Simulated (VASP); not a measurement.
```
CELL_PARAMETERS angstrom
      1.79766    -3.11365     0.00000
      1.79766     3.11365     0.00000
      0.00000     0.00000     5.59279
ATOMIC_POSITIONS crystal
  Y  0.33333 0.66667 0.25000
  Y  0.66667 0.33333 0.75000
```

Calculation: PBEsol GGA, VASP's PBE PAW potentials (set 64) (plane waves; VASP). Numerical set-up: 500 eV cut-off, 12×12×7 Γ-centred mesh, first-order Methfessel-Paxton smearing of 0.10 eV, potentials Y_sv.

Energy and stress use the plane-wave basis of the starting cell.

The ions, cell shape and volume at an external pressure of 5.0 GPa are relaxed. Give the cell that the relaxation ends in.

```
CELL_PARAMETERS angstrom
      1.73028    -2.99693     0.00000
      1.73028     2.99693     0.00000
      0.00000     0.00000     5.43431
ATOMIC_POSITIONS crystal
  Y  0.33333 0.66667 0.25000
  Y  0.66667 0.33333 0.75000
```
Space group P6_3/mmc (194), at a tolerance of 0.03 Å.

How do energy and volume change from the first to the last step?

The energy (σ→0) changes by +44.0 meV/atom and the volume by -10.0 %, in 6 ionic steps.

The compound is Y in the hcp structure. This run relaxes it under an external pressure of 5 GPa. Symmetry was kept, so distortions that lower it aren't found.
